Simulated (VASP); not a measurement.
The system is Li3HSe.

```
CELL_PARAMETERS angstrom
3.97440 0.00000 0.00000
0.00000 3.97440 0.00000
0.00000 0.00000 3.97440
ATOMIC_POSITIONS crystal
Li 0.00000 0.50000 0.50000
Li 0.50000 0.00000 0.50000
Li 0.50000 0.50000 0.00000
H 0.50000 0.50000 0.50000
Se 0.00000 0.00000 0.00000
```

The cell was built by a generator and needn't be a form met in nature.

```yaml
Program: VASP 6.6.1
Task: relaxation of cell and atoms
Functional: PBEsol
Potentials_or_basis: VASP PAW PBE potentials, release 64 (Li_sv, H, Se)
Cutoff: 600 eV
k_mesh: 8 × 8 × 8
Occupations: gaussian, width 0.03 eV
Spin: no spin polarisation
```

At the start: pressure -2.1 GPa; volume 12.56 Å³/atom.

**Question.** Where does the relaxation end?

**Answer.** Over 3 steps the energy falls by 4.7 meV/atom and the volume is 11.91 Å³/atom (-5.2 %); space group Pm-3m (No. 221, to 0.05 Å).

The path:
| step | energy change (eV) | largest force (eV/Å) | pressure (GPa) | volume (Å³) |
| --- | --- | --- | --- | --- |
| 1 | 0.0000 | 0.0000 | -2.11 | 62.78 |
| 2 | -0.0158 | 0.0000 | -1.27 | 61.29 |
| 3 | -0.0236 | 0.0000 | -0.13 | 59.54 |

Final structure:
```
Li H Se
1.0
     3.90482    0.00000    0.00000
     0.00000    3.90482    0.00000
     0.00000    0.00000    3.90482
Li H Se
3 1 1
Direct
  0.00000 0.50000 0.50000
  0.50000 0.00000 0.50000
  0.50000 0.50000 0.00000
  0.50000 0.50000 0.50000
  0.00000 0.00000 0.00000
```

Caveat: the cutoff is under 1.25 times the usual one of these potentials, so pressure, stress and relaxed cells hold a basis-set (Pulay) error; the PAW data sets were made with another functional, which shifts forces and pressure a little.
